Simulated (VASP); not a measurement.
Consider the following.

```
PbSe
1.0
    0.00000     2.86660     2.86660
    2.86660     0.00000     2.86660
    2.86660     2.86660     0.00000
Pb Se
1 1
Cartesian
  0.00000   0.00000   0.00000
  2.86660   2.86660   2.86660
```

Calculation: PBEsol GGA, VASP's PBE PAW potentials (set 64) (plane waves; VASP 6.6.1). Run with 480 eV cut-off, 8×8×8 Γ-centred mesh, Gaussian smearing of 0.050 eV, potentials Pb_d Se.

Unless said otherwise, spin-orbit coupling is left out, though it shifts the bands of the heavy elements here.

Problem. Predict the energy per atom (σ→0), pressure, band gap (on the k-mesh) with the smallest direct gap where there is one.

Solution. 
| Quantity | Value |
|---|---|
| band gap (on the k-mesh) | 0.64 eV |
| smallest direct gap (on the k-mesh) | 0.64 eV |
| energy per atom (σ→0) | -4.267 eV/atom |
| pressure | 15.00 GPa |

The compound is PbSe in the rock salt structure. It was relaxed first under an external pressure of 15 GPa.
